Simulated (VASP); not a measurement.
Runs of VASP 6.6.1 on CdP2C. The structure is tetragonal, space group P-4m2 (No. 115). Conventional cell: a = 3.305 Å, b = 3.305 Å, c = 5.972 Å, α = 90.00°, β = 90.00°, γ = 90.00°. Cd (site symmetry -4m2) is surrounded by 4 P at 2.56 Å. P (site symmetry 2mm) has 2 C at 1.95 Å as nearest neighbours. C (site symmetry -4m2) is surrounded by 4 P at 1.95 Å. The cell was built by a generator and needn't be a form met in nature.

```tsv
level	k mesh	smearing	exchange at q = 0	grid for exact exchange (PRECFOCK)	share of exact exchange	screening parameter	mesh quality	gap on the mesh (eV)	pressure (GPa)	largest force (eV/Å)
r2SCAN	6 × 6 × 4	fermi-dirac 0.05 eV	-	-	-	-	not flagged	none	(b)	(c)
r2SCAN	6 × 6 × 4	fermi-dirac 0.02 eV	-	-	-	-	not flagged	none	0.2	0.23
PBE-based screened hybrid	4 × 4 × 2	fermi-dirac 0.02 eV	truncated	Normal	0.75	0.3	coarse	none	-5.2	1.21
HSE06	4 × 4 × 2	fermi-dirac 0.02 eV	truncated	Normal	-	0.2079 1/A	coarse	none	-1.1	(a)
```

Alike in all rows: task single point; potentials or basis VASP PAW PBE potentials, release 64 (Cd, P, C); no spin polarisation; cell as given; cutoff (eV) 520.

Problem. Fill in the values left out.

Solution. (a) 0.87; (b) 0.1; (c) 0.20.

Caveats: some runs use coarse meshes; the PAW data sets were made with another functional, which shifts forces and pressure a little.

A k mesh can miss the band edges, and the runs leave out spin-orbit coupling on Cd.

A gap of «none» marks a metal or a gap under the smearing width.
